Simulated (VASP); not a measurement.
## Sr2BN: single point with PBE

The system is Sr2BN.

```
Sr B N
1.0
     3.88221    0.00000    0.00000
    -1.94110    3.36209    0.00000
     0.00000    0.00000    6.71236
Sr B N
2 1 1
Direct
  0.33537 0.67611 0.79784
  0.66488 0.33690 0.19634
  0.00413 0.99156 0.49325
  0.00112 0.00217 0.00389
```

The cell was built by a generator and needn't be a form met in nature.

The cell isn't the ideal one: atoms moved at random, drawn with an rms of 0.05 Å.

| Quantity | Value |
| --- | --- |
| Program | VASP 6.6.1 |
| Task | single point |
| Functional | PBE |
| Potentials or basis | VASP PAW PBE potentials, release 64 (Sr_sv, B, N) |
| Cutoff | 520 eV |
| k mesh | 8 × 8 × 4 |
| Occupations | fermi-dirac, width 0.05 eV |
| Spin | no spin polarisation |

* Pressure: 0.8 GPa
* Largest force: 0.593 eV/Å
* Band gap on the k mesh: none (metal or under the smearing width)

Forces in eV/Å, atoms in the order of the input:
```
Sr   0.054 -0.102 -0.421
Sr   0.073 -0.029  0.587
B   -0.078  0.083  0.058
N   -0.050  0.048 -0.224
```

Stress tensor (GPa, compression positive):
```
0.53 0.04 0.03
0.04 0.49 0.09
0.03 0.09 1.31
```

Levels at points of the mesh, in eV from the Fermi level:
| k point | band 11 | band 12 | band 13 | band 14 | band 15 | band 16 | band 17 | band 18 |
| --- | --- | --- | --- | --- | --- | --- | --- | --- |
| (0.00, 0.00, 0.00) | -2.65 | -1.01 | -1.01 | 1.22 | 1.60 | 1.61 | 3.34 | 4.31 |
| (0.50, 0.00, 0.00) | -2.26 | -1.15 | -0.87 | -0.79 | 1.04 | 1.15 | 1.94 | 4.91 |
| (0.00, 0.50, 0.00) | -2.26 | -1.16 | -0.89 | -0.81 | 1.05 | 1.16 | 1.95 | 4.88 |
| (0.50, 0.50, 0.00) | -2.26 | -1.15 | -0.88 | -0.79 | 1.06 | 1.15 | 1.92 | 4.92 |
| (0.00, 0.00, 0.50) | -1.60 | -1.02 | -1.01 | -0.67 | 1.39 | 1.40 | 4.40 | 4.51 |
| (0.50, 0.00, 0.50) | -1.47 | -1.31 | -0.80 | -0.80 | -0.05 | 0.98 | 2.76 | 3.58 |
| (0.00, 0.50, 0.50) | -1.48 | -1.31 | -0.81 | -0.80 | -0.05 | 0.97 | 2.79 | 3.60 |
| (0.50, 0.50, 0.50) | -1.48 | -1.31 | -0.81 | -0.80 | -0.04 | 0.98 | 2.75 | 3.60 |

Run time: 3.6 min on 1 thread of Intel(R) Xeon(R) Platinum 8488C (Sapphire Rapids), on a shared host, peak memory 0.37 GiB.
